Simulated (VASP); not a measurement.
# RbNa2NiO2 (I4/mmm) in VASP: equation of state, part 2 of 2

VASP 6.6.1. Earlier steps stand in the parts before.

### Step 3. Equation of state, PBE, collinear spin, ferromagnetic start, 16.78 Å³/atom (volume scaled by 0.96)

File INCAR:

```
ALGO = Normal
EDIFF = 1E-7
ENCUT = 520
GGA = PE
ISIF = 2
ISMEAR = -1
ISPIN = 2
LASPH = True
LCHARG = False
LMAXMIX = 4
LORBIT = 11
LREAL = False
LWAVE = False
MAGMOM = 0 1 0 0 0 0
NBANDS = 36
NELM = 150
PREC = Accurate
SIGMA = 0.05
```

File KPOINTS:

```
k-points
0
Gamma
  8 8 8
```

File POSCAR:

```
RbNa2NiO2
1.0
   -2.2922040422      2.2922040422      4.7896600641
    2.2922040422     -2.2922040422      4.7896600641
    2.2922040422      2.2922040422     -4.7896600641
Rb Ni Na O
1 1 2 2
Direct
    0.0000000000      0.0000000000      0.0000000000
    0.5000000000      0.5000000000      0.0000000000
    0.7500000000      0.2500000000      0.5000000000
    0.2500000000      0.7500000000      0.5000000000
    0.3171210000      0.3171210000      0.0000000000
    0.6828790000      0.6828790000      0.0000000000
```

Potentials or basis: VASP PAW PBE potentials, release 64 (Rb_sv, Ni, Na_pv, O).

On the command line:

```
$ cat potpaw_PBE.64/Rb_sv/POTCAR potpaw_PBE.64/Ni/POTCAR potpaw_PBE.64/Na_pv/POTCAR potpaw_PBE.64/O/POTCAR > POTCAR
$ mpirun -np 1 vasp_std > vasp.out
```

Wall time 8.3 min (1 thread of AMD EPYC 9R45 (Zen 5), shared host); peak memory 0.59 GiB.

It converged, with:

- Free energy: -25.2605 eV
- Pressure: 2.7 GPa
- Largest force: 0.461 eV/Å
- Band gap on the k mesh: none (metal or under the smearing width)
- Net moment: 1.00 μB per cell
- Site moments: Rb -0.01; Ni +0.74; Na -0.00; O +0.13 μB
- Valence electrons inside the program's atomic spheres: Rb 7.33; Ni 9.46; Na 6.06; O 4.96

Caveat: a cell with one magnetic atom can't hold antiferromagnetic order, which such compounds often take; semilocal functionals often make such compounds metallic where correlation or magnetic order opens a gap, which also shifts bond lengths.

### Step 4. Equation of state, PBE, collinear spin, ferromagnetic start, 17.13 Å³/atom (volume scaled by 0.98)

File INCAR:

```
SYSTEM = RbNa2NiO2
PREC     = Accurate       ! precision mode
ENCUT    = 520            ! plane-wave cutoff, eV
EDIFF    = 1E-7           ! SCF threshold, eV
ISMEAR   = -1             ! smearing method
SIGMA    = 0.05           ! smearing width, eV
LREAL    = .False.        ! projectors in reciprocal space
LASPH    = .True.         ! aspherical terms in the spheres
NELM     = 100            ! most SCF steps
ALGO     = Normal         ! electronic algorithm
ISIF     = 2              ! what is computed and relaxed
LWAVE    = .False.        ! write WAVECAR
LCHARG   = .False.        ! write CHGCAR
ISPIN    = 2              ! spin polarisation
MAGMOM   = 0 1 0 0 0 0    ! initial moments
LORBIT   = 11             ! projections on sites
LMAXMIX  = 4              ! l up to which the mixer works
GGA      = PE             ! functional
NBANDS   = 36             ! bands
```

File KPOINTS:

```
regular mesh
0
Gamma
  8 8 8
  0 0 0
```

Changes to POSCAR since step 3:

```diff
@@ -2,5 +2,5 @@
 1.0
-   -2.2922040422      2.2922040422      4.7896600641
-    2.2922040422     -2.2922040422      4.7896600641
-    2.2922040422      2.2922040422     -4.7896600641
+   -2.3080128455      2.3080128455      4.8226932463
+    2.3080128455     -2.3080128455      4.8226932463
+    2.3080128455      2.3080128455     -4.8226932463
 Rb Ni Na O
```

On the command line:

```
$ cat potpaw_PBE.64/Rb_sv/POTCAR potpaw_PBE.64/Ni/POTCAR potpaw_PBE.64/Na_pv/POTCAR potpaw_PBE.64/O/POTCAR > POTCAR
$ mpirun -np 1 vasp_std > vasp.out
```

It took 8.3 min on 1 thread of AMD EPYC 9R45 (Zen 5), shared host; peak memory 0.6 GiB.

The run converged. Its results:

- Free energy: -25.2891 eV
- Pressure: 1.5 GPa
- Largest force: 0.231 eV/Å
- Band gap on the k mesh: none (metal or under the smearing width)
- Net moment: 1.00 μB per cell
- Site moments: Rb -0.01; Ni +0.75; Na -0.00; O +0.13 μB
- Valence electrons inside the program's atomic spheres: Rb 7.33; Ni 9.42; Na 6.06; O 4.95

Caveat: a cell with one magnetic atom can't hold antiferromagnetic order, which such compounds often take; semilocal functionals often make such compounds metallic where correlation or magnetic order opens a gap, which also shifts bond lengths.

### Step 5. Equation of state, PBE, collinear spin, ferromagnetic start, 17.83 Å³/atom (volume scaled by 1.02)

File INCAR:

```
SYSTEM = RbNa2NiO2
PREC = Accurate
ENCUT = 520
EDIFF = 1E-7
ISMEAR = -1
SIGMA = 0.05
LREAL = .FALSE.
LASPH = .TRUE.
NELM = 150
ALGO = Normal
ISIF = 2
LWAVE = .FALSE.
LCHARG = .FALSE.
ISPIN = 2
MAGMOM = 0 1 0 0 0 0
LORBIT = 11
LMAXMIX = 4
GGA = PE
NBANDS = 36
```

File KPOINTS:

```
regular mesh
0
G
  8 8 8
  0 0 0
```

Changes to POSCAR since step 4:

```diff
@@ -2,5 +2,5 @@
 1.0
-   -2.3080128455      2.3080128455      4.8226932463
-    2.3080128455     -2.3080128455      4.8226932463
-    2.3080128455      2.3080128455     -4.8226932463
+   -2.3389965809      2.3389965809      4.8874351093
+    2.3389965809     -2.3389965809      4.8874351093
+    2.3389965809      2.3389965809     -4.8874351093
 Rb Ni Na O
```

On the command line:

```
$ cat potpaw_PBE.64/Rb_sv/POTCAR potpaw_PBE.64/Ni/POTCAR potpaw_PBE.64/Na_pv/POTCAR potpaw_PBE.64/O/POTCAR > POTCAR
$ mpirun -np 1 vasp_std > vasp.out
```

It took 8 min on 1 thread of AMD EPYC 9R45 (Zen 5), shared host; peak memory 0.61 GiB.

Results (log left out):

```
Free energy                                           : -25.3012 eV
Pressure                                              : -0.6 GPa
Largest force                                         : 0.176 eV/Å
Band gap on the k mesh                                : none (metal or under the smearing width)
Net moment                                            : 1.00 μB per cell
Site moments                                          : Rb -0.01; Ni +0.76; Na -0.00; O +0.12 μB
Valence electrons inside the program's atomic spheres : Rb 7.33; Ni 9.35; Na 6.05; O 4.94
```

Caveat: a cell with one magnetic atom can't hold antiferromagnetic order, which such compounds often take; semilocal functionals often make such compounds metallic where correlation or magnetic order opens a gap, which also shifts bond lengths.

### Step 6. Equation of state, PBE, collinear spin, ferromagnetic start, 18.18 Å³/atom (volume scaled by 1.04)

File INCAR:

```
SYSTEM = RbNa2NiO2
ALGO = Normal
EDIFF = 1E-7
ENCUT = 520
GGA = PE
ISIF = 2
ISMEAR = -1
ISPIN = 2
LASPH = .TRUE.
LCHARG = .FALSE.
LMAXMIX = 4
LORBIT = 11
LREAL = .FALSE.
LWAVE = .FALSE.
MAGMOM = 0 1 0 0 0 0
NBANDS = 36
NELM = 150
PREC = Accurate
SIGMA = 0.05
```

File KPOINTS:

```
k-points
0
G
  8 8 8
  0 0 0
```

Changes to POSCAR since step 5:

```diff
@@ -2,5 +2,5 @@
 1.0
-   -2.3389965809      2.3389965809      4.8874351093
-    2.3389965809     -2.3389965809      4.8874351093
-    2.3389965809      2.3389965809     -4.8874351093
+   -2.3541852960      2.3541852960      4.9191725902
+    2.3541852960     -2.3541852960      4.9191725902
+    2.3541852960      2.3541852960     -4.9191725902
 Rb Ni Na O
```

Potentials or basis: VASP PAW PBE potentials, release 64 (Rb_sv, Ni, Na_pv, O).

On the command line:

```
$ cat potpaw_PBE.64/Rb_sv/POTCAR potpaw_PBE.64/Ni/POTCAR potpaw_PBE.64/Na_pv/POTCAR potpaw_PBE.64/O/POTCAR > POTCAR
$ mpirun -np 1 vasp_std > vasp.out
```

Wall time 8.2 min (1 thread of AMD EPYC 9R45 (Zen 5), shared host); peak memory 0.62 GiB.

Results (log left out):

- Free energy: -25.2877 eV
- Pressure: -1.6 GPa
- Largest force: 0.356 eV/Å
- Band gap on the k mesh: none (metal or under the smearing width)
- Net moment: 1.00 μB per cell
- Site moments: Rb -0.01; Ni +0.76; Na -0.00; O +0.12 μB
- Valence electrons inside the program's atomic spheres: Rb 7.32; Ni 9.31; Na 6.05; O 4.93

Caveat: a cell with one magnetic atom can't hold antiferromagnetic order, which such compounds often take; semilocal functionals often make such compounds metallic where correlation or magnetic order opens a gap, which also shifts bond lengths.

### Step 7. Equation of state, PBE, collinear spin, ferromagnetic start

This step only gathers the single runs of the series.

Results:

```
Equilibrium volume                        : 17.62 Å³/atom
Bulk modulus at fixed shape and positions : 51 GPa
Pressure derivative of the bulk modulus   : 4.4
```

Energy against volume, from the lowest point:
```
volume (Å³/atom)  energy (meV/atom)
          16.428              14.61
          16.777               6.95
          17.127               2.17
          17.476               0.00
          17.826               0.16
          18.175               2.41
```

Caveat: the cell was scaled at fixed shape and fractional positions, which overstates the stiffness of a crystal with free parameters, most of all of layers and chains.
